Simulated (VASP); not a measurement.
Si3Ge5:

```
CELL_PARAMETERS angstrom
5.57131 0.00000 0.00000
0.00000 -5.57131 0.00000
0.00000 0.00000 -5.57131
ATOMIC_POSITIONS crystal
Ge 0.75000 0.75000 0.75000
Ge 0.25000 0.25000 0.75000
Ge 0.25000 0.75000 0.25000
Ge 0.50000 0.00000 0.00000
Ge 0.00000 0.50000 0.00000
Si 0.75000 0.25000 0.25000
Si 0.00000 0.00000 0.50000
Si 0.50000 0.50000 0.50000
```

The cell was built by a generator and needn't be a form met in nature.

- Program: VASP 6.6.1
- Task: relaxation of cell and atoms
- Functional: PBEsol
- Potentials or basis: VASP PAW PBE potentials, release 64 (Ge_d, Si)
- Cutoff: 600 eV
- k mesh: 6 × 6 × 6
- Occupations: gaussian, width 0.03 eV
- Spin: no spin polarisation

At the start: pressure 0.2 GPa; volume 21.62 Å³/atom.

Task: How do energy, volume and symmetry change on relaxing?

Result: Over 5 steps the energy falls by 6.5 meV/atom and the volume is 21.65 Å³/atom (+0.1 %); space group Cmm2 (No. 35, to 0.05 Å).

Step by step:
| step | energy change (eV) | largest force (eV/Å) | pressure (GPa) | volume (Å³) |
| --- | --- | --- | --- | --- |
| 1 | 0.0000 | 0.4962 | 0.16 | 172.93 |
| 2 | -0.0478 | 0.1429 | -0.12 | 173.46 |
| 3 | -0.0512 | 0.0389 | -0.28 | 173.64 |
| 4 | -0.0513 | 0.0409 | 0.06 | 172.64 |
| 5 | -0.0517 | 0.0065 | 0.05 | 173.19 |

Final structure:
```
Ge Si
1.0
     5.57422    0.00010    0.00000
    -0.00010   -5.57422    0.00000
     0.00000    0.00000   -5.57378
Ge Si
5 3
Direct
  0.75000 0.75000 0.74424
  0.25000 0.25000 0.74424
  0.25000 0.75000 0.25584
  0.50286 0.00286 0.00281
  0.99714 0.49714 0.00281
  0.75000 0.25000 0.25531
  0.99740 0.00260 0.49737
  0.50260 0.49740 0.49737
```

Caveat: the PAW data sets were made with another functional, which shifts forces and pressure a little.
